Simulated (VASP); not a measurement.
Runs of VASP 6.6.1 on Rb. The structure is cubic, space group Im-3m (No. 229). Conventional cell: a = 5.605 Å, b = 5.605 Å, c = 5.605 Å, α = 90.00°, β = 90.00°, γ = 90.00°. 

```csv
level,potentials or basis,gap on the mesh (eV),pressure (GPa),relaxed volume (Å³/atom)
PBEsol,"VASP PAW PBE potentials, release 64 (Rb_sv)",none,0.0,86.61
PBE+D3(BJ),"VASP PAW PBE potentials, release 64 (Rb_sv)",none,0.0,85.76
r2SCAN,"VASP PAW PBE potentials, release 64 (Rb_sv)",none,0.0,(b)
PBE,"VASP PAW PBE potentials, release 64 (Rb_sv)",none,0.0,90.99
LDA,"VASP PAW LDA potentials, release 64 (Rb_sv)",none,0.0,(a)
```

Alike in all rows: task relaxation of cell and atoms; no spin polarisation; cell relaxed; k mesh 12 × 12 × 12; cutoff (eV) 600; smearing methfessel-paxton 0.1 eV.

Fill in the values left out.

(a) 77.93; (b) 95.02.

Caveats: the PAW data sets were made with another functional, which shifts forces and pressure a little (some runs); pairwise dispersion overbinds metals, which lowers pressure and volume (some runs); the volume moved by -11 % from the deposited cell, more than functionals usually miss (some runs).

A k mesh can miss the band edges, and the runs leave out spin-orbit coupling on Rb.

A gap of «none» marks a metal or a gap under the smearing width.

Not every run made on this cell is shown here.
